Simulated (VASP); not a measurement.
Wanted: the native input for a VASP 6.6.1 run.

| Property | Result |
| --- | --- |
| Task | single point |
| Functional | LDA |
| Potentials or basis | VASP PAW LDA potentials, release 64 (Mg, S) |
| Cutoff | 520 eV |
| k mesh | 8 × 8 × 8 |
| Occupations | gaussian, width 0.02 eV |
| Spin | no spin polarisation |
| Dipole correction | no |
| Further INCAR settings | ALGO = Fast; EDIFF = 1e-07; NBANDS = 11 |

The structure of MgS lies in POSCAR:

```
MgS
1.0
    0.0000000000      2.7969475118      2.7969475118
    2.7969475118      0.0000000000      2.7969475118
    2.7969475118      2.7969475118      0.0000000000
Mg S
1 1
Direct
    0.0000000000      0.0000000000      0.0000000000
    0.2500000000      0.2500000000      0.2500000000
```

The cell was built by a generator and needn't be a form met in nature.

The input as run:

INCAR

```
SYSTEM = MgS
  PREC = Accurate
  ENCUT = 520
  EDIFF = 1E-7
  ISMEAR = 0
  SIGMA = 0.02
  LREAL = .False.
  LASPH = .True.
  NELM = 100
  ALGO = Fast
  ISIF = 2
  LWAVE = .False.
  LCHARG = .False.
  NBANDS = 11
```

KPOINTS

```
regular mesh
0
Gamma
  8 8 8
  0 0 0
```

Potentials or basis: VASP PAW LDA potentials, release 64 (Mg, S).

The run is started by

```sh
$ cat potpaw_LDA.64/Mg/POTCAR potpaw_LDA.64/S/POTCAR > POTCAR
$ mpirun -np 1 vasp_std > vasp.out
```

Results of the run:

```
Pressure               : -0.3 GPa
Band gap on the k mesh : 3.38 eV, direct
```

It took 8.4 s on 1 thread of Intel(R) Xeon(R) 6975P-C (Granite Rapids), with other jobs on the host, peak memory 0.15 GiB.
